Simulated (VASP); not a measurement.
A convergence study with VASP on Re (hcp): one setting is varied, all else stays as given below, so the limit is that of these other settings. Each run relaxes cell and ions; the cell shown is the tightest run's result. The basis is that of the starting cell, so low cut-offs carry a Pulay error.

```
CELL_PARAMETERS angstrom
      1.38780    -2.40374     0.00000
      1.38780     2.40374     0.00000
      0.00000     0.00000     4.47503
ATOMIC_POSITIONS crystal
  Re 0.33333 0.66667 0.25000
  Re 0.66667 0.33333 0.75000
```

The numbers are results of PBE GGA, VASP's PBE PAW potentials (set 64) (plane waves; VASP), not measurements. The tightest run used: 700 eV cut-off, 13×13×7 Γ-centred mesh, first-order Methfessel-Paxton smearing of 0.10 eV, potentials Re.

The reference is ENCUT = 700, which took about 2 core-minutes. Times come from single runs on busy shared machines, so they are rough: good to a factor of about 2.

**Question.** Of the settings ENCUT = 200; ENCUT = 250; ENCUT = 300; ENCUT = 350; ENCUT = 400; ENCUT = 450; ENCUT = 500; ENCUT = 600; ENCUT = 650; ENCUT = 700, which is the lowest that keeps the difference from the reference in relaxed volume (Å³/atom) within 0.05 from there on, and what does it cost?

**Answer.** ENCUT = 350; its cost over the reference is about 1/2.
```json
[
 {"setting": "ENCUT = 200", "difference in relaxed volume (Å³/atom)": "0.534", "cost over the reference": "about 1/4"},
 {"setting": "ENCUT = 250", "difference in relaxed volume (Å³/atom)": "0.069", "cost over the reference": "about 1/5"},
 {"setting": "ENCUT = 300", "difference in relaxed volume (Å³/atom)": "0.083", "cost over the reference": "about 1/4"},
 {"setting": "ENCUT = 350", "difference in relaxed volume (Å³/atom)": "0.039", "cost over the reference": "about 1/2"},
 {"setting": "ENCUT = 400", "difference in relaxed volume (Å³/atom)": "0.007", "cost over the reference": "about 1/2"},
 {"setting": "ENCUT = 450", "difference in relaxed volume (Å³/atom)": "0.002", "cost over the reference": "about 1/2"},
 {"setting": "ENCUT = 500", "difference in relaxed volume (Å³/atom)": "0.006", "cost over the reference": "within a factor of 2"},
 {"setting": "ENCUT = 600", "difference in relaxed volume (Å³/atom)": "0.002", "cost over the reference": "within a factor of 2"},
 {"setting": "ENCUT = 650", "difference in relaxed volume (Å³/atom)": "0.000", "cost over the reference": "within a factor of 2"},
 {"setting": "ENCUT = 700", "difference in relaxed volume (Å³/atom)": "0.000", "cost over the reference": "reference"}
]
```

Left out are rungs that failed or repeat a setting and relaxations that didn't move; long series are thinned to 24 rows.

The compound is Re in the hcp structure.
